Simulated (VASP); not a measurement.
Input for VASP

**KPOINTS**
```
Regular mesh
0
Gamma
 9 9 4
0 0 0
```

**INCAR**
```
ALGO = Normal   # blocked Davidson
LCHARG = F
LMAXMIX = 4
ENCUT = 400   # plane-wave cut-off (eV)
LASPH = T   # aspherical one-centre terms
ISMEAR = 1   # Methfessel-Paxton
NSW = 60
SYSTEM = TiSe2
GGA = PE   # PBE
IBRION = 2
PREC = Accurate
NELM = 100
EDIFFG = -0.02
EDIFF = 1E-6
LWAVE = F
LREAL = F
SIGMA = 0.1   # width (eV)
ISIF = 3   # ions, shape and volume
```

File POSCAR:
```
TiSe2
1.0
  1.7644843367  -3.0561765901   0.0000000000
  1.7644843367   3.0561765901   0.0000000000
  0.0000000000   0.0000000000   6.5778257587
Ti Se
1 2
Direct
  0.0000000000   0.0000000000   0.0000000000
  0.3333330000   0.6666670000   0.2365242061
  0.6666670000   0.3333330000   0.7634757939
```

POTCAR, in this order: Ti_sv Se (PBE.64 set). Program: vasp_std.

Task: Translate this PBE calculation to Ansatz.

Result: One equivalent input (not run):
Ansatz 0.2 input:
```yaml
crystal:
  lattice:
    - [1.7644843, -3.0561766, 0.0000000]
    - [1.7644843, 3.0561766, 0.0000000]
    - [0.0000000, 0.0000000, 6.5778258]
  atoms:
    - { symbol: Ti, position: [0.0000000, 0.0000000, 0.0000000] }
    - { symbol: Se, position: [0.3333330, 0.6666670, 0.2365242] }
    - { symbol: Se, position: [0.6666670, 0.3333330, 0.7634758] }
kpoints:
  mp_grid: { grid: [9, 9, 4] }
hamiltonian:
  xc: pbe
  pseudopotentials: { kind: paw }
scf:
  occupations: { method: methfessel_paxton, width: 0.1 }
  max_iter: 100
relax:
  max_steps: 60
  f_tol: 0.02
  cell: {}
output: { forces: true, stress: true, eigenvalues: true }
```
What does not carry over: each code has its own PAW files, so the cut-off isn't converted (ENCUT is set for VASP's; basis.ecutwfc is left out, and Ansatz then takes the one that its files recommend); Ansatz stops its SCF on the density residual and VASP on the energy change (EDIFF).

The compound is TiSe2 in the 1T layered structure. This run relaxes it. Symmetry was kept, so distortions that lower it aren't found. The start is the result of an earlier pass.
